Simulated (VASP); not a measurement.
## Sn: formation energy of a point defect

Aim: the formation energy and local structure of a point defect in Sn. The start is a computed cell from the Materials Project.

Main program and level: VASP 6.6.1; r2SCAN; plane waves and PAW (Sn).

## (1) The host crystal

The structure is tetragonal, space group I4_1/amd (No. 141). The conventional cell has a = 5.880 Å, b = 5.880 Å, c = 3.199 Å, α = 90.00°, β = 90.00°, γ = 90.00°. Nearest to Sn lie 6 Sn at 3.05 to 3.20 Å.

## (2) The host at zero pressure

The later steps need the crystal at this functional's own lattice; a raised cutoff keeps the stress reliable while the cell changes.

Contents of INCAR:

```
SYSTEM = Sn
PREC = Accurate
ENCUT = 350
EDIFF = 1E-06
NELM = 120
ISMEAR = 1
SIGMA = 0.15
LREAL = .FALSE.
ALGO = Normal
METAGGA = R2SCAN
LASPH = .TRUE.
NBANDS = 10
LORBIT = 11
LWAVE = .FALSE.
LCHARG = .FALSE.
KPAR = 4
IBRION = 2
NSW = 40
ISIF = 3
EDIFFG = -0.02
POTIM = 0.4
```

Contents of POSCAR:

```
Sn
1.0
   -2.9401404553      2.9401404553      1.5993019889
    2.9401404553     -2.9401404553      1.5993019889
    2.9401404553      2.9401404553     -1.5993019889
Sn
2
Direct
    0.0000000000      0.0000000000      0.0000000000
    0.7500000000      0.2500000000      0.5000000000
```

Contents of KPOINTS:

```
Automatic mesh
0
Gamma
12 12 12
0 0 0
```

The projector-augmented-wave data sets are Sn (PBE family, release 64).

Command:

```
$ mpirun -np 4 vasp_std
```

The log of the run:

```text
[banner, memory and clock lines left out]
running    4 mpi-ranks, on    1 nodes
 distrk:  each k-point on    1 cores,    4 groups
 distr:  one band on    1 cores,    1 groups

 POSCAR found type information on POSCAR Sn
 POSCAR found :  1 types and       2 ions
|                                                                             |
|               ----> ADVICE to this user running VASP <----                  |
|                                                                             |
|     You enforced a specific xc type in the INCAR file but a different       |
|     [... a line on the potential file left out ...]
|     I HOPE YOU KNOW WHAT YOU ARE DOING!                                     |
|                                                                             |

 LDA part: xc-table for (None), standard interpolation
 POSCAR, INCAR and KPOINTS ok, starting setup
 FFT: planning ... GRIDC
 FFT: planning ... GRID_SOFT
 FFT: planning ... GRID
 WAVECAR not read
 entering main loop
       N       E                     dE             d eps       ncg     rms          rms(c)
DAV:   1    -0.324691137156E+02   -0.32469E+02   -0.24079E+03  3260   0.450E+02
DAV:   2    -0.492404104741E+02   -0.16771E+02   -0.16191E+02  4772   0.678E+01
DAV:   3    -0.497104116198E+02   -0.47000E+00   -0.46691E+00  4138   0.113E+01
DAV:   4    -0.497122366726E+02   -0.18251E-02   -0.18245E-02  4082   0.821E-01
DAV:   5    -0.497122419323E+02   -0.52597E-05   -0.52590E-05  3882   0.425E-02    0.222E+00
DAV:   6    -0.492455687353E+02    0.46667E+00   -0.14970E-01  3456   0.269E+00    0.153E+00
DAV:   7    -0.492557088533E+02   -0.10140E-01   -0.30573E-02  3894   0.119E+00    0.365E-01
DAV:   8    -0.492551277787E+02    0.58107E-03   -0.88035E-04  3654   0.208E-01    0.630E-02
DAV:   9    -0.492552797624E+02   -0.15198E-03   -0.16651E-04  3726   0.954E-02    0.203E-02
DAV:  10    -0.492552879317E+02   -0.81692E-05   -0.51400E-06  4278   0.159E-02    0.566E-03
DAV:  11    -0.492552907010E+02   -0.27693E-05   -0.21413E-06  3642   0.984E-03    0.600E-04
DAV:  12    -0.492552907016E+02   -0.56815E-09   -0.16571E-08  2060   0.866E-04
   1 F= -.49255291E+02 E0= -.49255154E+02  d E =-.492553E+02
 curvature:   0.00 expect dE= 0.000E+00 dE for cont linesearch  0.000E+00
 trial: gam= 0.00000 g(F)=  0.107E-47 g(S)=  0.646E-03 ort = 0.000E+00 (trialstep = 0.100E+01)
 search vector abs. value=  0.646E-03
 bond charge predicted
       N       E                     dE             d eps       ncg     rms          rms(c)
DAV:   1    -0.492556976391E+02   -0.40694E-03   -0.10216E-02  3574   0.516E-01    0.648E-02
DAV:   2    -0.492556424817E+02    0.55157E-04   -0.16952E-04  3640   0.834E-02    0.369E-02
DAV:   3    -0.492555937221E+02    0.48760E-04   -0.99804E-05  3434   0.619E-02    0.521E-03
DAV:   4    -0.492555955833E+02   -0.18612E-05   -0.13269E-06  3040   0.818E-03    0.397E-03
DAV:   5    -0.492555975953E+02   -0.20121E-05   -0.76006E-07  1918   0.596E-03    0.278E-04
DAV:   6    -0.492555975844E+02    0.10946E-07   -0.33443E-08  1846   0.134E-03
   2 F= -.49255598E+02 E0= -.49255464E+02  d E =-.306883E-03
 trial-energy change:   -0.000307  1 .order   -0.000293   -0.000646    0.000060
 step:   0.9234(harm=  0.9152)  dis= 0.00000  next Energy=   -49.255600 (dE=-0.309E-03)
 reached required accuracy - stopping structural energy minimisation
```

The job ended after 2.7 min (4 MPI ranks of AMD EPYC 7R43, shared host; peak memory 0.6 GiB; 9.5 min of CPU time).

Lines that name or quote the potential files are left out of all logs, and their timing lines are given in words.

Parts of OUTCAR (step 2):

```text
ion  position               nearest neighbor table
   1  0.000  0.000  0.000-   2 3.05   2 3.05   2 3.05   2 3.05
   2  0.750  0.250  0.500-   1 3.05   1 3.05   1 3.05   1 3.05

  LATTYP: Found a body centered tetragonal cell.
 ALAT       =     5.8802809106
 C/A-ratio  =     0.5439542815

 Subroutine GETGRP returns: Found 16 space group operations
 (whereof  8 operations were pure point group operations)

The static configuration has the point symmetry D_2d.
 The point group associated with its full space group is D_4h.

 Found    163 irreducible k-points:

   k-points           NKPTS =    163   k-points in BZ     NKDIM =    163   number of bands    NBANDS=     10

   dimension x,y,z NGX =    28 NGY =   28 NGZ =   28
   dimension x,y,z NGXF=    56 NGYF=   56 NGZF=   56

   ENCUT  =  350.0 eV  25.72 Ry    5.07 a.u.   6.80  6.80  6.80*2*pi/ulx,y,z

   NELECT =       8.0000    total number of electrons

 k-points in reciprocal lattice and weights: Automatic mesh
   0.00000000  0.00000000  0.00000000       0.001
   0.08333333 -0.00000000  0.00000000       0.005
   0.16666667 -0.00000000  0.00000000       0.005
   0.25000000 -0.00000000  0.00000000       0.005
   0.33333333 -0.00000000  0.00000000       0.005
   0.41666667  0.00000000 -0.00000000       0.005
   0.50000000 -0.00000000  0.00000000       0.002
   0.08333333  0.08333333  0.00000000       0.005
   0.16666667  0.08333333  0.00000000       0.009
[...]
-0.41666667 -0.41666667  0.41666667       0.001
   0.50000000  0.50000000  0.50000000       0.001

 average (electrostatic) potential at core
       1 -48.0070       2 -48.0070

 E-fermi :   5.0843

 k-point     1 :       0.0000    0.0000    0.0000
  band No.  band energies     occupation
      1      -6.5038      2.00000
      2       1.3766      2.00000
      3       2.9538      2.00000
      4       2.9538      2.00000
      5       8.4521      0.00000
      6      11.5715      0.00000
      7      11.5715      0.00000
      8      12.2629      0.00000
      9      12.3556      0.00000
    ...

 k-point     2 :       0.0833   -0.0000    0.0000
  band No.  band energies     occupation
      1      -6.3591      2.00000
      2       1.1500      2.00000
      3       2.9704      2.00000
      4       3.4544      2.00000
      5       8.6873      0.00000
      6      10.7332      0.00000
      7      11.1285      0.00000
      8      11.4503      0.00000
      9      11.5629      0.00000
    ...

 k-point     3 :       0.1667   -0.0000    0.0000
  band No.  band energies     occupation
      1      -5.9255      2.00000
      2       0.8590      2.00000
      3       3.0389      2.00000
      4       4.5389      2.00000
      5       8.4667      0.00000
      6       9.1507      0.00000
      7       9.3450      0.00000
      8      10.4689      0.00000
      9      11.2431      0.00000
    ...

  Total        0.0164229      0.0164229     -0.0021387      0.0000000      0.0000000      0.0000000
  in kB        0.4787283      0.4787283     -0.0623439      0.0000000      0.0000000      0.0000000
  external PRESSURE =       0.2983709 kB  Pullay stress =       0.0000000 kB

  energy-cutoff  :      350.00
  volume of cell :       54.96
      direct lattice vectors                 reciprocal lattice vectors
    -2.934361550  2.934361550  1.595817413     0.000000000  0.170394817  0.313319053
     2.934361550 -2.934361550  1.595817413     0.170394817  0.000000000  0.313319053
     2.934361550  2.934361550 -1.595817413     0.170394817  0.170394817  0.000000000

 POSITION                                       TOTAL-FORCE (eV/Angst)
 -----------------------------------------------------------------------------------
     -0.00000      0.00000      0.00000        -0.000000      0.000000     -0.000000
      0.00000      2.93436      0.79791         0.000000     -0.000000      0.000000
 -----------------------------------------------------------------------------------
    total drift:                               -0.000000      0.000000      0.000000

  FREE ENERGIE OF THE ION-ELECTRON SYSTEM (eV)
  ---------------------------------------------------
  free  energy   TOTEN  =       -49.2555975844 eV

  energy  without entropy=      -49.2551978577  energy(sigma->0) =      -49.25546434

 reached required accuracy - stopping structural energy minimisation

 total charge
# of ion       s       p       d       tot
------------------------------------------
    1        1.428   1.477   0.110   3.014
    2        1.428   1.477   0.110   3.014
--------------------------------------------------
tot          2.856   2.954   0.219   6.029

[... 3 further parts left out ...]
```

CONTCAR:

```
Sn
   1.00000000000000
    -2.9343615501796232    2.9343615501796232    1.5958174129368239
     2.9343615501796232   -2.9343615501796232    1.5958174129368239
     2.9343615501796232    2.9343615501796232   -1.5958174129368239
  Sn
     2
Direct
     0.0000000000000000    0.0000000000000000    0.0000000000000000
     0.7500000000000000    0.2500000000000000    0.5000000000000000
```

The PAW data sets were made with PBE, which is usual practice but a small mismatch for other functionals. The data set Sn keeps the semicore shell frozen, which is cheaper and a little less accurate. The run keeps the 16 symmetry operations of its start, so it cannot find a distortion of lower symmetry.

The steps of the relaxation:

```
step  energy less that of the first step (eV)  largest force (eV/Å)  pressure (GPa)  volume (Å³)
   1                                   0.0000                0.0000           -0.31        55.30
   2                                  -0.0003                0.0000            0.03        54.96
```

```
conventional cell, symmetrised  before  after  change
                         a (Å)   5.880  5.869  -0.2 %
                         b (Å)   5.880  5.869  -0.2 %
                         c (Å)   3.199  3.192  -0.2 %
              volume (Å³/atom)   27.65  27.48  -0.6 %
```

Final coordinates:

```
Sn
1.0
    -2.93436    2.93436    1.59582
     2.93436   -2.93436    1.59582
     2.93436    2.93436   -1.59582
Sn
2
Direct
  0.00000 0.00000 0.00000
  0.75000 0.25000 0.50000
```

This step gave:

```
electronic cycles                               : 18
electrons                                       : 8
free energy (TOTEN)                             : -49.26 eV
energy at zero smearing                         : -49.26 eV
Fermi energy                                    : 5.084 eV
labelled metallic, from the levels on this mesh : yes
```

The run ended after 2 ionic steps, 0.000 eV below its first step, once forces and stress met EDIFFG = -0.02.

[end of part 1 of 2]

[Lines on the potential files, build, host, timing and source positions are cut from VASP's logs without a mark.]

[Logs are printed without paths, hosts, clocks, repeated set-up lines and the standing remarks that a program may print on its own settings, such as how far it seeks lower states.]

[Hosts, paths, dates, database ids (printed as entryN), source tags and the programs' standing remarks are cut or masked in the printed files.]

[In band tables of VASP the shares of atoms and orbitals are scaled to a sum of 1 inside the atoms' spheres.]

[Runs that stopped without an error message from VASP are left out.]
